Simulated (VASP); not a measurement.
Output of a VASP run:

**OSZICAR**
```
...
   8 F= -.11730336E+02 E0= -.11730514E+02  d E =-.272067E-05
       N       E                     dE             d eps       ncg     rms          rms(c)
DAV:   1    -0.117303394978E+02   -0.34241E-05   -0.31709E-06   904   0.197E-02    0.171E-03
DAV:   2    -0.117303393675E+02    0.13030E-06   -0.18962E-07   576   0.730E-03
   9 F= -.11730339E+02 E0= -.11730517E+02  d E =-.601096E-05
       N       E                     dE             d eps       ncg     rms          rms(c)
DAV:   1    -0.117303461467E+02   -0.66489E-05   -0.91704E-06   868   0.348E-02    0.278E-03
DAV:   2    -0.117303458351E+02    0.31161E-06   -0.53734E-07   632   0.118E-02
  10 F= -.11730346E+02 E0= -.11730524E+02  d E =-.124786E-04
       N       E                     dE             d eps       ncg     rms          rms(c)
DAV:   1    -0.117303597453E+02   -0.13599E-04   -0.39494E-05   908   0.713E-02    0.569E-03
DAV:   2    -0.117303585819E+02    0.11634E-05   -0.35775E-06   920   0.247E-02    0.258E-03
DAV:   3    -0.117303583418E+02    0.24012E-06   -0.11649E-06   696   0.167E-02
  11 F= -.11730358E+02 E0= -.11730536E+02  d E =-.249853E-04
       N       E                     dE             d eps       ncg     rms          rms(c)
DAV:   1    -0.117303881747E+02   -0.29593E-04   -0.19040E-04   916   0.159E-01    0.116E-02
DAV:   2    -0.117303834764E+02    0.46983E-05   -0.16882E-05  1360   0.600E-02    0.580E-03
DAV:   3    -0.117303820688E+02    0.14076E-05   -0.91968E-06  1152   0.350E-02    0.196E-03
DAV:   4    -0.117303821601E+02   -0.91277E-07   -0.40895E-07   672   0.106E-02
  12 F= -.11730382E+02 E0= -.11730560E+02  d E =-.488036E-04
       N       E                     dE             d eps       ncg     rms          rms(c)
DAV:   1    -0.117304511814E+02   -0.69113E-04   -0.79594E-04   916   0.311E-01    0.242E-02
DAV:   2    -0.117304300469E+02    0.21135E-04   -0.66586E-05  1316   0.135E-01    0.116E-02
DAV:   3    -0.117304243512E+02    0.56956E-05   -0.39150E-05  1168   0.742E-02    0.371E-03
DAV:   4    -0.117304242990E+02    0.52294E-07   -0.14129E-06   688   0.161E-02
  13 F= -.11730424E+02 E0= -.11730601E+02  d E =-.909424E-04
       N       E                     dE             d eps       ncg     rms          rms(c)
DAV:   1    -0.117305915754E+02   -0.16722E-03   -0.31894E-03   916   0.628E-01    0.478E-02
DAV:   2    -0.117305103816E+02    0.81194E-04   -0.26417E-04  1324   0.277E-01    0.231E-02
DAV:   3    -0.117304879336E+02    0.22448E-04   -0.15331E-04  1148   0.147E-01    0.736E-03
DAV:   4    -0.117304875827E+02    0.35090E-06   -0.87475E-06  1232   0.336E-02
  14 F= -.11730488E+02 E0= -.11730663E+02  d E =-.154226E-03
       N       E                     dE             d eps       ncg     rms          rms(c)
DAV:   1    -0.117309337628E+02   -0.44583E-03   -0.12654E-02   916   0.124E+00    0.948E-02
DAV:   2    -0.117306167209E+02    0.31704E-03   -0.10075E-03  1264   0.548E-01    0.450E-02
DAV:   3    -0.117305300737E+02    0.86647E-04   -0.56004E-04  1164   0.278E-01    0.140E-02
DAV:   4    -0.117305284856E+02    0.15880E-05   -0.28784E-05  1176   0.604E-02    0.961E-03
DAV:   5    -0.117305299566E+02   -0.14710E-05   -0.52111E-06  1076   0.244E-02    0.642E-03
DAV:   6    -0.117305302026E+02   -0.24603E-06   -0.13299E-06   780   0.173E-02
  15 F= -.11730530E+02 E0= -.11730704E+02  d E =-.196846E-03
```

**OUTCAR**
```
------------------------ aborting loop because EDIFF is reached ----------------------------------------
  FORCE on cell =-STRESS in cart. coord.  units (eV):
  Direction    XX          YY          ZZ          XY          YZ          ZX
  --------------------------------------------------------------------------------------
  Total        0.0113817      0.0113817      0.0113817      0.0000000     -0.0000000     -0.0000000
  in kB        0.2312282      0.2312282      0.2312282      0.0000000     -0.0000000     -0.0000000
  external PRESSURE =       0.2312282 kB  Pullay stress =       0.0000000 kB
  volume of cell :       78.86
      direct lattice vectors                 reciprocal lattice vectors
    -0.000000000  3.403681324  3.403681324    -0.146899769  0.146899769  0.146899769
     3.403681324 -0.000000000  3.403681324     0.146899769 -0.146899769  0.146899769
     3.403681324  3.403681324  0.000000000     0.146899769  0.146899769 -0.146899769
 POSITION                                       TOTAL-FORCE (eV/Angst)
 -----------------------------------------------------------------------------------
      0.00000      0.00000      0.00000        -0.000000     -0.000000     -0.000000
      1.70184      1.70184      1.70184         0.000000      0.000000      0.000000
 -----------------------------------------------------------------------------------
    total drift:                                0.000000      0.000000      0.000000
  FREE ENERGIE OF THE ION-ELECTRON SYSTEM (eV)
  ---------------------------------------------------
  free  energy   TOTEN  =       -11.7305302026 eV

  energy  without entropy=      -11.7310515851  energy(sigma->0) =      -11.73070400

 reached required accuracy - stopping structural energy minimisation
```
(Selected blocks of OUTCAR.)

File POSCAR:
```
LaAs
1
    0.0000000000     3.7643240000     3.7643240000
    3.7643240000     0.0000000000     3.7643240000
    3.7643240000     3.7643240000     0.0000000000
La As
1 1
Direct
  0.0000000000   0.0000000000   0.0000000000
  0.2500000000   0.2500000000   0.2500000000
```

Reconstruct the remaining input files.

Several could match; the one computed here: the input of the run itself, PBE GGA, plane waves, VASP's PBE PAW potentials (set 64).

**INCAR**
```
SYSTEM=LaAs
PREC=Accurate; ENCUT=400; LREAL=F
LASPH=T
EDIFF=1E-6; NELM=100; ALGO=Normal
LMAXMIX=6
ISMEAR=1; SIGMA=0.1
GGA=PE
IBRION=2; NSW=60; ISIF=3
EDIFFG=-0.01
LWAVE=F; LCHARG=F
```

### KPOINTS
```
Regular mesh
0
gamma
 8 8 8
0 0 0
```

POTCAR, in this order: La As (PBE.64 set). Program: vasp_std.

Energy and stress use the plane-wave basis of the starting cell.

The structure was generated: LaAs was put into the zinc blende type (F-43m), which need not be its known phase. This run relaxes it. Symmetry was kept, so distortions that lower it aren't found.
